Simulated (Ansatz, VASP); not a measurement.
# Cross-check of PtS2 (1T-PtS2 monolayer) between VASP and Ansatz, part 2 of 2

Wanted: the spread between two codes on one cell, functional and k mesh. Of the first pair: The structure shown is the start of the Ansatz relaxation below; VASP solves that cell, so the two are compared at the walk's first step.

VASP 6.6.1 and Ansatz 0.2.0.

So far. Step 4 (Side by side): The forces differ by 20 meV/Å r.m.s., which is 1.4 % of the r.m.s. force of 1.435 eV/Å (both taken over all components). With vacuum in the cell, a pressure given here is an average over mostly empty space and none of the material.

### Step 5. Ansatz: relaxation, PBE with D3(BJ)

Level of this step: Ansatz beside VASP: Kohn-Sham DFT, plane waves, PBE with D3(BJ) (Ansatz).

This run makes the geometry at which the two programs are then compared.

The structure compared here is the end of the Ansatz relaxation.

Contents of input.yaml:

```yaml
crystal:
  lattice:
    - [3.57, 0.0, 0.0]
    - [-1.785, 3.0917106915, 0.0]
    - [0.0, 0.0, 35.0140863942]
  atoms:
    - { symbol: S, position: [0.6666666667, 0.3333333333, 0.4712389127] }
    - { symbol: Pt, position: [0.0, 0.0, 0.5] }
    - { symbol: S, position: [0.3333333333, 0.6666666667, 0.5287610873] }
  periodic: [true, true, false]
kpoints:
  mp_grid: { grid: [12, 12, 1] }
hamiltonian:
  xc: pbe
  dispersion: d3bj
  pseudopotentials: { kind: paw, azcp: { folder: soft_1 } }
scf:
  occupations: { method: fermi_dirac, width: 0.05 }
  convergence: { dr2_threshold: 1.0e-09 }
relax:
  f_tol: 0.004
  max_steps: 90
  cell: {}
output:
  write_potential: true
  write_density: true
  volumetric_format: npy
```

Launch:

```
> ansatz run input.yaml --threads 2 --pin off --max-ram 3072MiB --backend cpu --events-out ev --progress --plain --runs-dir out
```

Numbers of over 12 decimals in the logs are rounded to 6 here.

Output:

```text
[...]
Crystal: 3 atoms, lattice volume = 386.465 Å³
Basis set: ecut = 420 eV, 7455 PW (Γ), exchange–correlation on 48×48×480 points (8 copies of the dense FFT grid, shifted against one another)
Bands: 19, of which v1, the nominal top of the filled ones, is band 15 counted from 1 (14 counted from 0)
Symmetry: 12 space group operations
[...]
the weakly bound empty levels are not read free of the cell's end (no_gap_told)
--- Relaxed structure (5 steps of the walk, 5 accepted, 1 SCFs on fresh bases) ---
[...]
cell:  # Å, volume = 380.3472 Å³
    - [3.541632, 0.0, 0]
    - [-1.770816, 3.067143, 0]
    - [0, 0, 35.0140863942]
  atoms:
    - { symbol: S, position: [0.666667, 0.333333, 0.464534] }
    - { symbol: Pt, position: [0, 0, 0.500000] }
    - { symbol: S, position: [0.333333, 0.666667, 0.535466] }
[key lines of the parts left out:]
SCF converged after 5 iterations
Free energy (F): -14330.764867 eV
Fermi energy:    -5.421567 eV
P = ½ c Tr σ = -0.0082 N/m
```

### Step 6. VASP: single point, PBE with D3(BJ), relaxed cell, pair 2

The same cell, functional, mesh and smearing now go to VASP, with its own data sets.

Contents of INCAR:

```
SYSTEM = PtS2
PREC = Accurate
ENCUT = 400
EDIFF = 1E-06
NELM = 120
ISMEAR = -1
SIGMA = 0.05
LREAL = .FALSE.
ALGO = Normal
GGA = PE
IVDW = 12
NBANDS = 17
LASPH = .TRUE.
LORBIT = 11
LWAVE = .FALSE.
LCHARG = .FALSE.
ISIF = 2
LDIPOL = .TRUE.
IDIPOL = 3
DIPOL = 0.5 0.5 0.5
LVHAR = .TRUE.
GGA_COMPAT = .FALSE.
EFERMI = MIDGAP
NELMDL = -8
```

Contents of POSCAR:

```
PtS2
1.0
    3.5416318154      0.0000000000      0.0000000000
   -1.7708159077      3.0671431230      0.0000000000
    0.0000000000      0.0000000000     35.0140863942
S Pt
2 1
Direct
    0.6666666667      0.3333333333      0.4645341939
    0.3333333333      0.6666666667      0.5354658061
    0.0000000000      0.0000000000      0.5000000000
```

Contents of KPOINTS:

```
Automatic mesh
0
Gamma
12 12 1
0 0 0
```

PAW data sets: S and Pt (PBE family, release 64).

Launch:

```
> mpirun -np 1 vasp_std
```

Output:

```text
[... set-up lines as in an earlier step ...]
 entering main loop
       N       E                     dE             d eps       ncg     rms          rms(c)
DAV:   1     0.175011057167E+03    0.17501E+03   -0.59903E+03   646   0.732E+02
DAV:   2     0.388727995926E+01   -0.17112E+03   -0.16090E+03  1159   0.149E+02
DAV:   3    -0.164808496508E+02   -0.20368E+02   -0.20262E+02   856   0.705E+01
DAV:   4    -0.168179037295E+02   -0.33705E+00   -0.33665E+00   800   0.112E+01
[...]
DAV:  20    -0.154523299506E+02    0.77565E-05   -0.11487E-04   810   0.570E-02    0.140E-02
DAV:  21    -0.154523360805E+02   -0.61299E-05   -0.10659E-05   849   0.177E-02    0.453E-02
DAV:  22    -0.154523357416E+02    0.33892E-06   -0.87733E-06   788   0.151E-02
   1 F= -.16279804E+02 E0= -.16279804E+02  d E =-.476805E-08
```

OUTCAR, selected parts (step 6):

```text
 Edisp (eV)   -0.82747

  Total      -0.18916    -0.18916    -0.12623     0.00000     0.00000    -0.00000
  in kB      -0.79684    -0.79684    -0.53174     0.00000     0.00000    -0.00000
  external pressure =       -0.71 kB  Pullay stress =        0.00 kB

 POSITION                                       TOTAL-FORCE (eV/Angst)
 -----------------------------------------------------------------------------------
      1.77082      1.02238     16.26524         0.000000     -0.000000      0.039569
     -0.00000      2.04476     18.74885        -0.000000      0.000000     -0.039569
      0.00000      0.00000     17.50704         0.000000      0.000000      0.000000
 -----------------------------------------------------------------------------------
    total drift:                               -0.000000      0.000000     -0.000000

  FREE ENERGIE OF THE ION-ELECTRON SYSTEM (eV)
  ---------------------------------------------------
  free  energy   TOTEN  =       -16.2798042888 eV

  energy  without entropy=      -16.2798042840  energy(sigma->0) =      -16.27980429

[... 1 part as in an earlier step ...]

[... 2 further parts left out ...]
[key lines of the parts left out:]
E-fermi :  -3.6480
```

### Step 7. Side by side

What differs besides the data sets and the points named for the pairs above, as far as they apply: the data sets hold 30 valence electrons in Ansatz (on its PAW soft_1 files) and 22 in VASP. Total energies have different zeros and are not compared.

Both answers:

```
              quantity  Ansatz   VASP  difference
gap on the k mesh (eV)   1.820  1.826      -0.006
```

At this near-relaxed geometry the largest component of a force difference is 39 meV/Å. A gap on the mesh is an upper bound, since the band edges may lie between its points; neither run holds spin-orbit coupling, which can move the band edges of a compound of Pt. VASP's last cycles still show a density residual of 5e-03, so its state may not be settled. With vacuum in the cell, a pressure given here is an average over mostly empty space and none of the material.

### Step 8. Other set-ups

Further runs change the set-up of one program: Ansatz's method, potentials or start, or VASP's data sets, cutoff or form of LDA. The table gives Ansatz less VASP for each quantity, since a change that brings one quantity closer may part another.

```
                                                          run  r.m.s. force difference (meV/Å)  gap on the k mesh (eV)
                                                     as above                               18                 -0.0059
VASP with the data sets S and Pt_sv_GW and a cutoff of 430 eV                              5.6                 -0.0079
```

### Step 9. What came out

- r.m.s. force difference (single point, PBE with D3(BJ), start cell, pair 1): 1.4 % of the r.m.s. force
- r.m.s. force difference (single point, PBE with D3(BJ), relaxed cell, pair 2): 18 meV/Å

In words: The r.m.s. force difference is 18 meV/Å (single point, PBE with D3(BJ), relaxed cell, pair 2), beyond the 12 meV/Å picked in this series as the mark of a large difference. The data sets hold unlike numbers of valence electrons (30 in Ansatz and 22 in VASP), so part of the differences comes from the potentials. Single point, PBE with D3(BJ), relaxed cell, pair 2, VASP with the data sets S and Pt_sv_GW and a cutoff of 430 eV: r.m.s. force difference goes from 18 to 5.6 meV/Å; the difference in gap on the k mesh goes from -0.0059 to -0.0079 eV. How closely two codes agree says nothing of how well the functional describes the real material.

[Lines on the potential files, build, host, timing and source positions are cut from VASP's logs without a mark.]

[Logs are printed without paths, hosts, clocks, repeated set-up lines and the standing remarks that a program may print on its own settings, such as how far it seeks lower states.]

[Hosts, paths, dates, database ids (printed as entryN), source tags and the programs' standing remarks are cut or masked in the printed files.]
